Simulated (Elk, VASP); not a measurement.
The input files of a VASP run:

KPOINTS:
```
Regular mesh
0
G
 6 6 6
0 0 0
```

### INCAR
```
ALGO=Normal
EDIFF=1E-6
ENCUT=300
ISIF=2
ISMEAR=-1
LASPH=T
LCHARG=F
LREAL=F
LWAVE=F
NELM=100
PREC=Accurate
SIGMA=0.05
SYSTEM=KCl
```

**POSCAR**
```
KCl
1
    0.0000000000     3.1450000000     3.1450000000
    3.1450000000     0.0000000000     3.1450000000
    3.1450000000     3.1450000000     0.0000000000
K Cl
1 1
Direct
  0.0000000000   0.0000000000   0.0000000000
  0.5000000000   0.5000000000   0.5000000000
```

POTCAR, in this order: K_sv Cl (LDA.64 set). Program: vasp_std.

Task: Translate it to Elk.

Result: One input that does it (LDA (PW92), all-electron FP-LAPW, Elk's shipped species files, APW+lo basis with extra local orbitals):
```
tasks
  0

xctype
  3

rgkmax
  8.0

gmaxvr
  16.0

nxlo
  2

lorbcnd
  .true.

lmaxi
  3

stype
  3

swidth
  0.00183747

avec
    0.0000000000    5.9431886619    5.9431886619
    5.9431886619    0.0000000000    5.9431886619
    5.9431886619    5.9431886619    0.0000000000

atoms
  2   : nspecies
  'K.in'   : spfname
  1   : natoms; atposl, bfcmt below
  0.0000000000  0.0000000000  0.0000000000    0.0 0.0 0.0
  'Cl.in'   : spfname
  1   : natoms; atposl, bfcmt below
  0.5000000000  0.5000000000  0.5000000000    0.0 0.0 0.0

ngridk
  6 6 6
```
Both inputs were run and reached self-consistency, which says nothing on mesh or cut-off. Potentials, basis and cut-offs are each code's own, so they don't translate, and total energies aren't comparable.

VASP also gives the stress here, which the Elk input doesn't ask for.

VASP's LDA is the Perdew-Zunger fit; the other code's may be Perdew-Wang, which differs slightly.

The structure is a typed KCl crystal (Fm-3m). The cell was not relaxed at this level, and it may have been scaled.
